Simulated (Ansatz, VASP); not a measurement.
**PC127 (substitutional P in diamond) in two plane-wave programs**

Aim: how closely do two programs agree when they are given the same cell, functional and k mesh? The cell is taken from a series of runs on this material, whose earlier steps may have relaxed, scaled, displaced or heated it; both programs get it as it stands.

Method: plane waves, with VASP 6.6.1 beside it; single point at HSE06, in Ansatz 0.2.0.

### Step 1. Starting point

The cell holds 128 atoms: 127 C and 1 P. Its edges and angles: a = 10.102 Å, b = 10.102 Å, c = 10.102 Å, α = 60.0°, β = 60.0°, γ = 60.0°. It derives from C (C (Fd-3m)). Nearest the centre at fractional (0.438, 0.438, 0.438): P128 at 0.00 Å, C43 at 1.70 Å, C74 at 1.70 Å, C50 at 1.70 Å, C44 at 1.70 Å, C42 at 2.56 Å, C36 at 2.56 Å, C12 at 2.56 Å. The cell carries charge +1.

### Step 2. VASP: single point, HSE06

A single point gives forces, pressure and levels at one fixed geometry, so differences don't come from the geometry; what else differs is listed under the comparison.

Lines of VASP's logs that name or quote its potential files are left out, and so is its time.

The run reads the wave functions of an earlier VASP run, which isn't shown here.

The input, INCAR:

```
SYSTEM = PC127
PREC = Accurate
ENCUT = 520
EDIFF = 1E-06
NELM = 100
ISMEAR = -1
SIGMA = 0.01
LREAL = Auto
ALGO = Normal
LHFCALC = .TRUE.
AEXX = 0.25
GGA = PE
HFSCREEN = 0.208
LASPH = .TRUE.
NELECT = 512
NBANDS = 345
PRECFOCK = Fast
LORBIT = 11
LWAVE = .FALSE.
LCHARG = .FALSE.
ISIF = 2
```

The input, POSCAR:

```
PC127
1.0
    0.0000000000      7.1431635100      7.1431635100
    7.1431635100      0.0000000000      7.1431635100
    7.1431635100      7.1431635100      0.0000000000
C P
127 1
Direct
    0.1249471490      0.1249836161      0.1253920935
    0.1875314989      0.1875664218      0.1879776292
[... 3 atom lines left out ...]
    0.1870933995      0.1871317076      0.6884351503
[... 4 atom lines left out ...]
    0.1230692877      0.3749169753      0.3753307026
    0.1835582660      0.4373762496      0.4377923901
    0.1241409769      0.3743709969      0.6261642673
    0.1835801536      0.4374330080      0.6923078542
[... 3 atom lines left out ...]
    0.1870919532      0.6880217245      0.1875410012
    0.1241356640      0.6257537262      0.3747841594
    0.1835821477      0.6918879111      0.4378419514
    0.1241543729      0.6257750337      0.6261938564
    0.1871235922      0.6880426067      0.6884596980
[... 4 atom lines left out ...]
    0.1230302640      0.8770214138      0.3754004032
[... 7 atom lines left out ...]
    0.3748790589      0.1231061547      0.3753342156
    0.4373391470      0.1835998747      0.4377925684
    0.3743327499      0.1241750178      0.6261713257
    0.4373930184      0.1836178571      0.6923067145
    0.3749492748      0.1230751025      0.8774330416
[... 1 atom line left out ...]
    0.3748809383      0.3749151091      0.1235194082
    0.4373454212      0.4373782763      0.1840095825
    0.3687710250      0.3688037672      0.3692198716
    0.3689064438      0.3689296464      0.6438352329
    0.4374766724      0.4375070495      0.6922466524
[... 2 atom lines left out ...]
    0.3743368077      0.6257501188      0.1245846665
    0.4374003113      0.6918875528      0.1840273500
    0.3688965758      0.6434152216      0.3693451931
    0.4374794795      0.6918249312      0.4379239076
    0.3743803721      0.6258113590      0.6262307603
[... 3 atom lines left out ...]
    0.3749498470      0.8770222227      0.1234807134
[... 1 atom line left out ...]
    0.3749359943      0.8770545106      0.3753833114
[... 6 atom lines left out ...]
    0.6879868013      0.1871310309      0.1875407574
    0.6257149805      0.1241776582      0.3747859705
    0.6918513259      0.1836235604      0.4378443396
    0.6257394982      0.1241916874      0.6261925883
    0.6880090880      0.1871594381      0.6884555996
[... 2 atom lines left out ...]
    0.6257210089      0.3743696806      0.1245845178
    0.6918570934      0.4374278582      0.1840311922
    0.6433738100      0.3689414459      0.3693504954
    0.6917934826      0.4375097533      0.4379228503
    0.6257805716      0.3744163758      0.6262295509
[... 3 atom lines left out ...]
    0.6257459336      0.6257747353      0.1246000368
    0.6880121056      0.6880424108      0.1875723854
    0.6257826212      0.6258126150      0.3748263873
[... 15 atom lines left out ...]
    0.8769828474      0.1230740252      0.3753998952
[... 5 atom lines left out ...]
    0.8769897071      0.3749859026      0.1234848512
[... 1 atom line left out ...]
    0.8770212985      0.3749681408      0.3753820676
[... 21 atom lines left out ...]
    0.4374819784      0.4375377270      0.4379609645
```

The input, KPOINTS:

```
Automatic mesh
0
Gamma
1 1 1
0 0 0
```

Potentials, in the order of the species: C and P (PBE family, release 64).

Started as:

```sh
> export OMP_NUM_THREADS=3
> mpirun -np 1 vasp_gam
```

The program printed:

```text
[banner, memory and clock lines left out]
running    1 mpi-ranks, on    1 nodes
[...]
Offloading initialized ...    1 GPUs detected
[...]
LDA part: xc-table for (Slater+PW92), standard interpolation
 found WAVECAR, reading the header
 POSCAR, INCAR and KPOINTS ok, starting setup
[...]
reading WAVECAR
 the WAVECAR file was read successfully
 initial charge from wavefunction
 entering main loop
       N       E                     dE             d eps       ncg     rms          rms(c)
DAV:   1    -0.134265086266E+04   -0.13427E+04   -0.17025E+01   698   0.771E+00    0.606E+00
DAV:   2    -0.134270269170E+04   -0.51829E-01   -0.27586E-01   772   0.899E-01    0.384E+00
DAV:   3    -0.134266596708E+04    0.36725E-01   -0.23681E-02   780   0.280E-01    0.212E+00
DAV:   4    -0.134265540048E+04    0.10567E-01   -0.82556E-03   796   0.167E-01    0.113E+00
[...]
DAV:   9    -0.134265141567E+04    0.19519E-04   -0.83355E-06   795   0.613E-03    0.522E-02
DAV:  10    -0.134265141068E+04    0.49901E-05   -0.22279E-06   467   0.333E-03    0.291E-02
DAV:  11    -0.134265140988E+04    0.79900E-06   -0.85836E-07   388   0.224E-03
   1 F= -.13426514E+04 E0= -.13426514E+04  d E =-.867037E-11
```

Parts of OUTCAR (step 2):

```text
  FREE ENERGIE OF THE ION-ELECTRON SYSTEM (eV)
  ---------------------------------------------------
  free  energy   TOTEN  =     -1342.6514098789 eV

  energy  without entropy=    -1342.6514098789  energy(sigma->0) =    -1342.65140988
```

The run ends at a pressure of -6.66 GPa, with forces up to 0.38 eV/Å.

### Step 3. Ansatz: single point, HSE06

Ansatz runs on its default PAW (the set named soft_2) files.

The same cell, functional, mesh and smearing now go to Ansatz.

The input, input.yaml:

```yaml
crystal:
  lattice:
    - [0.0, 7.14316351, 7.14316351]
    - [7.14316351, 0.0, 7.14316351]
    - [7.14316351, 7.14316351, 0.0]
  atoms:
    - { symbol: C, position: [0.124947149, 0.124983616, 0.125392094] }
    - { symbol: C, position: [0.187531499, 0.187566422, 0.187977629] }
[... 3 atom lines left out ...]
    - { symbol: C, position: [0.187093399, 0.187131708, 0.68843515] }
[... 4 atom lines left out ...]
    - { symbol: C, position: [0.123069288, 0.374916975, 0.375330703] }
    - { symbol: C, position: [0.183558266, 0.43737625, 0.43779239] }
    - { symbol: C, position: [0.124140977, 0.374370997, 0.626164267] }
    - { symbol: C, position: [0.183580154, 0.437433008, 0.692307854] }
[... 3 atom lines left out ...]
    - { symbol: C, position: [0.187091953, 0.688021725, 0.187541001] }
    - { symbol: C, position: [0.124135664, 0.625753726, 0.374784159] }
    - { symbol: C, position: [0.183582148, 0.691887911, 0.437841951] }
    - { symbol: C, position: [0.124154373, 0.625775034, 0.626193856] }
    - { symbol: C, position: [0.187123592, 0.688042607, 0.688459698] }
[... 4 atom lines left out ...]
    - { symbol: C, position: [0.123030264, 0.877021414, 0.375400403] }
[... 7 atom lines left out ...]
    - { symbol: C, position: [0.374879059, 0.123106155, 0.375334216] }
    - { symbol: C, position: [0.437339147, 0.183599875, 0.437792568] }
    - { symbol: C, position: [0.37433275, 0.124175018, 0.626171326] }
    - { symbol: C, position: [0.437393018, 0.183617857, 0.692306714] }
    - { symbol: C, position: [0.374949275, 0.123075103, 0.877433042] }
[... 1 atom line left out ...]
    - { symbol: C, position: [0.374880938, 0.374915109, 0.123519408] }
    - { symbol: C, position: [0.437345421, 0.437378276, 0.184009583] }
    - { symbol: C, position: [0.368771025, 0.368803767, 0.369219872] }
    - { symbol: P, position: [0.437481978, 0.437537727, 0.437960965] }
    - { symbol: C, position: [0.368906444, 0.368929646, 0.643835233] }
[... 2 atom lines left out ...]
    - { symbol: C, position: [0.437559974, 0.437596035, 0.937977791] }
    - { symbol: C, position: [0.374336808, 0.625750119, 0.124584667] }
    - { symbol: C, position: [0.437400311, 0.691887553, 0.18402735] }
    - { symbol: C, position: [0.368896576, 0.643415222, 0.369345193] }
    - { symbol: C, position: [0.437479479, 0.691824931, 0.437923908] }
[... 3 atom lines left out ...]
    - { symbol: C, position: [0.437520095, 0.687844103, 0.937550747] }
[... 1 atom line left out ...]
    - { symbol: C, position: [0.437776843, 0.938145859, 0.187593536] }
[... 6 atom lines left out ...]
    - { symbol: C, position: [0.625150314, 0.124781251, 0.125191153] }
    - { symbol: C, position: [0.687986801, 0.187131031, 0.187540757] }
    - { symbol: C, position: [0.625714981, 0.124177658, 0.37478597] }
    - { symbol: C, position: [0.691851326, 0.18362356, 0.43784434] }
    - { symbol: C, position: [0.625739498, 0.124191687, 0.626192588] }
[... 2 atom lines left out ...]
    - { symbol: C, position: [0.687753194, 0.187450948, 0.937963501] }
    - { symbol: C, position: [0.625721009, 0.374369681, 0.124584518] }
    - { symbol: C, position: [0.691857093, 0.437427858, 0.184031192] }
    - { symbol: C, position: [0.64337381, 0.368941446, 0.369350495] }
    - { symbol: C, position: [0.691793483, 0.437509753, 0.43792285] }
[... 3 atom lines left out ...]
    - { symbol: C, position: [0.687811405, 0.437556353, 0.937547865] }
    - { symbol: C, position: [0.625745934, 0.625774735, 0.124600037] }
    - { symbol: C, position: [0.688012106, 0.688042411, 0.187572385] }
[... 15 atom lines left out ...]
    - { symbol: C, position: [0.938108931, 0.187185779, 0.187599093] }
[... 5 atom lines left out ...]
    - { symbol: C, position: [0.937516779, 0.187451956, 0.937960563] }
[... 1 atom line left out ...]
    - { symbol: C, position: [0.938111166, 0.43781029, 0.187596681] }
[... 21 atom lines left out ...]
    - { symbol: C, position: [0.937552277, 0.937587209, 0.938000704] }
  host:
    repeats: [4, 4, 4]
    atoms:
      - { symbol: C, position: [0.5, 0.5, 0.5] }
      - { symbol: C, position: [0.75, 0.75, 0.75] }
total_charge: 1
basis:
  ecutwfc: 420
  xc_grid: 2
hamiltonian:
  xc: hse06
kpoints:
  mp_grid: { grid: [1, 1, 1] }
scf:
  occupations: { method: fermi_dirac, width: 0.01 }
  max_iter: 120
output:
  forces: true
  charged_corrections:
    epsilon: 5.85
    static_epsilon: 5.85
    defect_position: [0.4375, 0.4375, 0.4375]
  eigenvalues: true
checkpoint:
  read: "../relax0.run"
  write: "../point0.run"
  compress: false
  write_wavefunctions: true
  write_every: 100000
```

Started as:

```sh
> ansatz run input.yaml --threads 4 --pin off --max-ram 7536MiB --backend cpu --events-out ev --progress --plain --runs-dir out
```

The program printed:

```text
Warning: the atoms were moved onto the symmetric positions of the space group found under crystal.symmetry.tolerance 1.0e-5 (fractional; no operation is sought that the atoms, as they stand in a round, miss by more than twice it, and no atom is moved by as much as it), and the run uses the moved positions. Before a round's move an operation carried an atom to 1.36e-4 Å from where it should land, the largest such dist [...]
[...]
atom  42  C     -0.04836529    -0.04825290    -0.07078992
  atom  43  C      0.14469735     0.14296775     0.14296775
  atom  44  P     -0.03839184    -0.03097943    -0.03097943
  atom  45  C     -0.02939610    -0.03170341     0.07763870
  atom  46  C     -0.02724546    -0.02796946    -0.11353324
  atom  47  C      0.02651525     0.02719695     0.08108623
  atom  48  C     -0.03517719    -0.03549879    -0.07186016
  atom  49  C      0.03787333     0.02966048     0.03658295
  atom  50  C      0.00109031    -0.03818138    -0.03586252
  atom  51  C     -0.02939610     0.07763870    -0.03170341
  atom  52  C     -0.02724546    -0.11353324    -0.02796946
  atom  53  C      0.03728393     0.03586283     0.03586283
  atom  54  C     -0.03517810    -0.04521930    -0.04521930
  atom  55  C      0.03119017     0.04086586     0.03827270
  atom  56  C     -0.03557096    -0.03860918    -0.04430681
  atom  57  C      0.02550675     0.04898160     0.03321220
  atom  58  C     -0.03658671    -0.03990724    -0.04045723
  atom  59  C      0.02651525     0.08108623     0.02719695
  atom  60  C     -0.03517719    -0.07186016    -0.03549879
  atom  61  C      0.03119017     0.03827270     0.04086586
  atom  62  C     -0.03557096    -0.04430681    -0.03860918
  atom  63  C      0.04492035     0.04180128     0.04180128
  atom  64  C     -0.03499172    -0.04455425    -0.04455425
  atom  65  C      0.03671973     0.03775780     0.03775780
[...]
atom 121  C      0.03713510     0.03728820     0.03737243
  atom 122  C     -0.03720150    -0.03762804    -0.03736261
  atom 123  C      0.04253288     0.04183998     0.04499500
  atom 124  C     -0.04476701    -0.04518203    -0.03467392
  atom 125  C      0.03815216     0.03738766     0.04133697
  atom 126  C     -0.03888702    -0.03868670    -0.03806676
  atom 127  C      0.03844600     0.03860628     0.03860628
  atom 128  C     -0.03691007    -0.03719433    -0.03719433
  max |Σ_I F_I| component: 7.29e-5 eV/Å
--- Charged-cell corrections in eV (Makov–Payne, q = +1.000 e, ε = 5.850) ---
  F (periodic)     = -32620.421758  (uncorrected; the corrections below are reported, never added to it)
  E_corr1          = +0.394977  (monopole, q²α_M/2εL)
  F Makov-Payne    = -32620.026782  (F + E_corr1; no measured alignment; for a localised charge, not one spread in a band: unchecked)
  no potential alignment in this run, which stands beside a crystal: run the host's input off ansatz write-host-input, and read the two finished runs by ansatz place-levels (neither reads a slab, a wire or a sheet, whose cell leaves a vacuum)
--- Band table (eV) ---
  k-point 0: bands = ["-10.7606", "-9.0902", "-8.9359", "-8.9342", "-8.9341", "-8.8448", "-8.8439", "-8.8439", "-8.7729", "-8.2437", "-8.2431", "-8.2430", "-8.2425", "-8.2425", "-8.2192", "-5.9972", "-5.9947", "-5.9946", "-5.9029", "-5.9029", "-5.9023", "-5.8908", "-5.8748", "-5.8748", "-5.8574", "-5.8558", "-5.8558", "-4.5975", "-4.5921", "-4.5921", "-4.5052", "-4.3276", "-4.3259", "-4.3259", "-4.2600", "-4.2599", " [...]
```

### Step 4. Comparison

Known differences besides the potentials themselves: exact exchange at q = 0 is treated differently, which shows on coarse meshes; VASP keeps PBE cores, Ansatz makes them for the functional; the cutoff is 420 eV in Ansatz and 520 eV in VASP (PREC = Accurate, projectors in real space); VASP takes a coarser grid for exact exchange (PRECFOCK = Fast). Total energies have different zeros and are not compared.

The two programs side by side:

| quantity | Ansatz | VASP | difference |
| --- | --- | --- | --- |
| gap on the k mesh (eV) | 5.166 | 5.176 | -0.010 |

Forces on 7 of the 128 atoms, those with the largest forces and the largest differences (eV/Å; atoms numbered as in POSCAR):

| atom | Ansatz x, y, z | VASP x, y, z |
| --- | --- | --- |
| C43 | 0.145, 0.143, 0.143 | 0.226, 0.223, 0.214 |
| C44 | -0.029, -0.032, 0.078 | -0.088, -0.094, 0.153 |
| C45 | -0.027, -0.028, -0.114 | -0.020, -0.021, -0.096 |
| C50 | -0.029, 0.078, -0.032 | -0.091, 0.164, -0.100 |
| C51 | -0.027, -0.114, -0.028 | -0.022, -0.095, -0.029 |
| C74 | 0.078, -0.032, -0.032 | 0.163, -0.094, -0.103 |
| C75 | -0.113, -0.027, -0.027 | -0.092, -0.023, -0.028 |

The forces differ by 15 meV/Å r.m.s., which is 30.2 % of the r.m.s. force of 0.049 eV/Å (both taken over all components). A gap on the mesh is an upper bound, since the band edges may lie between its points. The cell carries a charge of +1 e against a uniform background, so its pressure also hangs on how the neutralising background is counted, and in a defect's cell a gap may be the spacing between its levels.

### Step 5. Results

```json
{
 "r.m.s. force difference (single point, HSE06)": "15 meV/Å"
}
```

In words: The r.m.s. force difference is 15 meV/Å (single point, HSE06), beyond the 12 meV/Å picked in this series as the mark of a large difference. What causes the difference of the single point, HSE06 pair stays open here. How closely two codes agree says nothing of how well the functional describes the real material.

[Lines on the potential files, build, host, timing and source positions are cut from VASP's logs without a mark.]

[Logs are printed without paths, hosts, clocks, repeated set-up lines and the standing remarks that a program may print on its own settings, such as how far it seeks lower states.]

[Hosts, paths, dates, database ids (printed as entryN), source tags and the programs' standing remarks are cut or masked in the printed files.]
